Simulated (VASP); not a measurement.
These are PBE GGA, VASP's PBE PAW potentials (set 64) (plane waves; VASP) values and carry that method's errors.

VASP ran on this input.

### POSCAR
```
NaCl
2.7471250
  0.0000000000   1.0000000000   1.0000000000
  1.0000000000   0.0000000000   1.0000000000
  1.0000000000   1.0000000000   0.0000000000
Na Cl
1 1
Cart
  0.0000000000   0.0000000000   0.0000000000
  1.0000000000   1.0000000000   1.0000000000
```

INCAR:
```
ENCUT  =  420   ! plane-wave cut-off (eV)
LREAL  =  .False.   ! projection in real space or not
LCHARG  =  .False.
GGA  =  PE
PREC  =  Accurate
ALGO  =  Normal
LWAVE  =  .False.
SIGMA  =  0.01
ISIF  =  2   ! forces and stress, cell fixed
LASPH  =  .True.   ! aspherical one-centre terms
EDIFF  =  1E-09
NELM  =  100
ISMEAR  =  0
SYSTEM  =  NaCl
```

**KPOINTS**
```
Automatic mesh
0
Gamma
10 10 10
0 0 0
```

POTCAR, in this order: Na_pv Cl (PBE.64 set). Program: vasp_std.

Gaps are read on the run's mesh, which can miss a band edge.

### Question
Predict the energy per atom (σ→0), pressure, band gap (on the k-mesh).

### Answer

The energy per atom (σ→0) is -3.367 eV/atom. The band gap (on the k-mesh) comes out as 5.43 eV. The pressure comes out as 3.10 GPa.

File OSZICAR:
```
...
DAV:  11    -0.673326037095E+01    0.51530E-05   -0.16001E-05  1220   0.470E-02    0.441E-03
DAV:  12    -0.673326077832E+01   -0.40737E-06   -0.96054E-07  1109   0.122E-02    0.942E-04
DAV:  13    -0.673326100510E+01   -0.22678E-06   -0.16387E-07  1145   0.327E-03    0.235E-03
DAV:  14    -0.673326081171E+01    0.19339E-06   -0.42398E-08  1211   0.138E-03    0.234E-04
DAV:  15    -0.673326080809E+01    0.36284E-08   -0.69291E-10   993   0.271E-04    0.859E-05
DAV:  16    -0.673326080345E+01    0.46339E-08   -0.17416E-10   616   0.153E-04    0.901E-06
DAV:  17    -0.673326080394E+01   -0.48544E-09   -0.27053E-11   595   0.496E-05
   1 F= -.67332608E+01 E0= -.67332608E+01  d E =-.248712E-32
```

The structure comes from a computed database's NaCl entry; how it stands against other phases isn't given here. The cell was not relaxed at this level. The run is one of a series of settings (EDIFF = 1E-09, ENCUT = 420, KPOINTS 10×10×10 Γ-centred mesh against the base run), some of them coarse on purpose.
